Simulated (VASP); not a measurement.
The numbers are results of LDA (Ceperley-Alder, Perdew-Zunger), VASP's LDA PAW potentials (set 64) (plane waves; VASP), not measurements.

The input files of a VASP run:

File KPOINTS:
```
K-points
0
Gamma
10 10 10
```

POSCAR:
```
MgO
1
    0.0000000000     2.1050000000     2.1050000000
    2.1050000000     0.0000000000     2.1050000000
    2.1050000000     2.1050000000     0.0000000000
Mg O
1 1
Direct
  0.0000000000   0.0000000000   0.0000000000
  0.5000000000   0.5000000000   0.5000000000
```

**INCAR**
```
SYSTEM  =  MgO
PREC  =  Accurate; ENCUT  =  520; LREAL  =  F
LASPH  =  T
EDIFF  =  1E-6; NELM  =  100; ALGO  =  Normal
ISMEAR  =  0; SIGMA  =  0.05
IBRION  =  2; NSW  =  60; ISIF  =  3
EDIFFG  =  -0.01
LWAVE  =  F; LCHARG  =  F
```

POTCAR, in this order: Mg O (LDA.64 set). Program: vasp_std.

Output

OUTCAR:
```
 ion  position               nearest neighbor table
   1  0.000  0.000  0.000-   2 2.10   2 2.10   2 2.10   2 2.10   2 2.10   2 2.10
   2  0.500  0.500  0.500-   1 2.10   1 2.10   1 2.10   1 2.10   1 2.10   1 2.10
  LATTYP: Found a face centered cubic cell.
 ALAT       =     4.2100000000
 Subroutine PRICEL returns:
 Original cell was already a primitive cell.
 Subroutine GETGRP returns: Found 48 space group operations
The static configuration has the point symmetry O_h .
The dynamic configuration has the point symmetry O_h .
 Subroutine INISYM returns: Found 48 space group operations
 Subroutine IBZKPT returns following result:
 Found     47 irreducible k-points:

 Following reciprocal coordinates:
            Coordinates               Weight
  0.000000  0.000000  0.000000      1.000000
  0.100000  0.000000  0.000000      8.000000
  0.200000  0.000000  0.000000      8.000000
  0.300000  0.000000  0.000000      8.000000
  0.400000  0.000000  0.000000      8.000000
  0.500000  0.000000  0.000000      4.000000
  0.100000  0.100000  0.000000      6.000000
  0.200000  0.100000  0.000000     24.000000
  0.300000  0.100000  0.000000     24.000000
  0.400000  0.100000  0.000000     24.000000
  0.500000  0.100000  0.000000     24.000000
 -0.400000  0.100000  0.000000     24.000000
 -0.300000  0.100000  0.000000     24.000000
 -0.200000  0.100000  0.000000     24.000000
 -0.100000  0.100000  0.000000     12.000000
  0.200000  0.200000  0.000000      6.000000
  0.300000  0.200000  0.000000     24.000000
  0.400000  0.200000  0.000000     24.000000
  0.500000  0.200000  0.000000     24.000000
 -0.400000  0.200000  0.000000     24.000000
 -0.300000  0.200000  0.000000     24.000000
 -0.200000  0.200000  0.000000     12.000000
  0.300000  0.300000  0.000000      6.000000
  0.400000  0.300000  0.000000     24.000000
  0.500000  0.300000  0.000000     24.000000
 -0.400000  0.300000  0.000000     24.000000
 -0.300000  0.300000  0.000000     12.000000
  0.400000  0.400000  0.000000      6.000000
  0.500000  0.400000  0.000000     24.000000
 -0.400000  0.400000  0.000000     12.000000
  0.500000  0.500000  0.000000      3.000000
  0.300000  0.200000  0.100000     24.000000
  0.400000  0.200000  0.100000     48.000000
  0.500000  0.200000  0.100000     48.000000
 -0.400000  0.200000  0.100000     24.000000
  0.400000  0.300000  0.100000     24.000000
  0.500000  0.300000  0.100000     48.000000
 -0.400000  0.300000  0.100000     48.000000
 -0.300000  0.300000  0.100000     48.000000
 -0.200000  0.300000  0.100000     24.000000
   k-points           NKPTS =     47   k-points in BZ     NKDIM =     47   number of bands    NBANDS=      8
   number of dos      NEDOS =    301   number of ions     NIONS =      2
   total plane-waves  NPLWV =  13824
   dimension x,y,z NGX =    24 NGY =   24 NGZ =   24
   dimension x,y,z NGXF=    48 NGYF=   48 NGZF=   48
   ions per type =               1   1
   PREC   = accura    normal or accurate (medium, high low for compatibility)
   ISTART =      0    job   : 0-new  1-cont  2-samecut
   ICHARG =      2    charge: 1-file 2-atom 10-const
   ISPIN  =      1    spin polarized calculation?
   LNONCOLLINEAR =      F non collinear calculations
   LSORBIT =      F    spin-orbit coupling
   INIWAV =      1    electr: 0-lowe 1-rand  2-diag
   ENCUT  =  520.0 eV  38.22 Ry    6.18 a.u.   5.54  5.54  5.54*2*pi/ulx,y,z
   NELM   =    100;   NELMIN=  2; NELMDL= -5     # of ELM steps
   EDIFF  = 0.1E-05   stopping-criterion for ELM
   LREAL  =      F    real-space projection
   NLSPLINE    = F    spline interpolate recip. space projectors
   LMAXMIX     =    2 max onsite mixed and CHGCAR
...
```

OSZICAR:
```
       N       E                     dE             d eps       ncg     rms          rms(c)
DAV:   1     0.939714114341E+01    0.93971E+01   -0.47943E+03   880   0.880E+02
DAV:   2    -0.146644584219E+02   -0.24062E+02   -0.23219E+02   880   0.136E+02
DAV:   3    -0.149964577584E+02   -0.33200E+00   -0.33200E+00  1016   0.176E+01
DAV:   4    -0.149969606537E+02   -0.50290E-03   -0.50290E-03   960   0.593E-01
DAV:   5    -0.149969609361E+02   -0.28237E-06   -0.28237E-06  1040   0.110E-02    0.704E+00
DAV:   6    -0.134927550751E+02    0.15042E+01   -0.10094E+01   752   0.221E+01    0.231E+00
DAV:   7    -0.134503184700E+02    0.42437E-01   -0.62954E-02   776   0.286E+00    0.126E+00
DAV:   8    -0.134262335332E+02    0.24085E-01   -0.27380E-02   776   0.221E+00    0.144E-01
DAV:   9    -0.134261303368E+02    0.10320E-03   -0.17814E-04  1072   0.140E-01    0.856E-02
DAV:  10    -0.134260994412E+02    0.30896E-04   -0.47542E-05   792   0.872E-02    0.748E-03
DAV:  11    -0.134260986611E+02    0.78008E-06   -0.30082E-06   784   0.108E-02
   1 F= -.13426099E+02 E0= -.13426099E+02  d E =-.134261E+02
       N       E                     dE             d eps       ncg     rms          rms(c)
DAV:   1    -0.136634893610E+02   -0.23739E+00   -0.47882E+00   752   0.228E+01    0.352E+00
DAV:   2    -0.134473629551E+02    0.21613E+00   -0.15577E+00   752   0.928E+00    0.368E-01
DAV:   3    -0.134448048523E+02    0.25581E-02   -0.14210E-02   816   0.143E+00    0.227E-01
DAV:   4    -0.134435291443E+02    0.12757E-02   -0.12149E-03   776   0.344E-01    0.497E-02
DAV:   5    -0.134435058863E+02    0.23258E-04   -0.17114E-04   816   0.104E-01    0.123E-02
DAV:   6    -0.134435057852E+02    0.10108E-06   -0.27136E-06   544   0.145E-02
   2 F= -.13443506E+02 E0= -.13443506E+02  d E =-.174071E-01
       N       E                     dE             d eps       ncg     rms          rms(c)
DAV:   1    -0.134627951791E+02   -0.19289E-01   -0.35058E-01   752   0.605E+00    0.958E-01
DAV:   2    -0.134468499006E+02    0.15945E-01   -0.11592E-01   752   0.254E+00    0.914E-02
DAV:   3    -0.134466549827E+02    0.19492E-03   -0.99694E-04   816   0.371E-01    0.569E-02
DAV:   4    -0.134465643804E+02    0.90602E-04   -0.80634E-05   808   0.926E-02    0.129E-02
DAV:   5    -0.134465628384E+02    0.15420E-05   -0.10653E-05   816   0.257E-02    0.316E-03
DAV:   6    -0.134465628767E+02   -0.38280E-07   -0.20213E-07   424   0.376E-03
   3 F= -.13446563E+02 E0= -.13446563E+02  d E =-.204642E-01
```

**OUTCAR**
```
------------------------ aborting loop because EDIFF is reached ----------------------------------------
  FORCE on cell =-STRESS in cart. coord.  units (eV):
  Direction    XX          YY          ZZ          XY          YZ          ZX
  --------------------------------------------------------------------------------------
  Total        0.0019962      0.0019962      0.0019962      0.0000000     -0.0000000      0.0000000
  in kB        0.1795599      0.1795599      0.1795599      0.0000000     -0.0000000      0.0000000
  external PRESSURE =       0.1795599 kB  Pullay stress =       0.0000000 kB
  volume of cell :       17.81
      direct lattice vectors                 reciprocal lattice vectors
     0.000000000  2.072797197  2.072797197    -0.241219932  0.241219932  0.241219932
     2.072797197  0.000000000  2.072797197     0.241219932 -0.241219932  0.241219932
     2.072797197  2.072797197 -0.000000000     0.241219932  0.241219932 -0.241219932
  FREE ENERGIE OF THE ION-ELECTRON SYSTEM (eV)
  ---------------------------------------------------
  free  energy   TOTEN  =       -13.4465628767 eV

  energy  without entropy=      -13.4465628767  energy(sigma->0) =      -13.44656288

 reached required accuracy - stopping structural energy minimisation
```
(Selected blocks of OUTCAR.)

File CONTCAR:
```
MgO
   1.00000000000000
     0.0000000000000000    2.0727971972630073    2.0727971972630073
     2.0727971972630073    0.0000000000000000    2.0727971972630073
     2.0727971972630073    2.0727971972630073   -0.0000000000000000
  Mg              O
     1     1
Direct
     0.0000000000000000    0.0000000000000000    0.0000000000000000
     0.5000000000000000    0.5000000000000000    0.5000000000000000
```

Energy and stress use the plane-wave basis of the starting cell.

The compound is MgO in the rock salt structure. This run relaxes it. Symmetry was kept, so distortions that lower it aren't found.
